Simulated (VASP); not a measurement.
```
CELL_PARAMETERS angstrom
      1.57080    -2.72071     0.00000
      1.57080     2.72071     0.00000
      0.00000     0.00000     5.00357
ATOMIC_POSITIONS crystal
  Mg 0.33333 0.66667 0.25000
  Mg 0.66667 0.33333 0.75000
```

All values below come from LDA (Ceperley-Alder, Perdew-Zunger), VASP's LDA PAW potentials (set 64) (plane waves; VASP 6.6.1). Settings: 400 eV cut-off, 12×12×7 Γ-centred mesh, first-order Methfessel-Paxton smearing of 0.10 eV, potentials Mg.

Estimate the energy per atom (σ→0), band gap (on the k-mesh) with the smallest direct gap where there is one.

```yaml
band gap (on the k-mesh): none (metal, semimetal or under 0.01 eV)
energy per atom (σ→0): -1.811 eV/atom
```

Only differences to runs with the same potentials and settings are physical.

The compound is Mg in the hcp structure. It was relaxed first, which changed the volume by -8 %. The start is the result of an earlier pass.
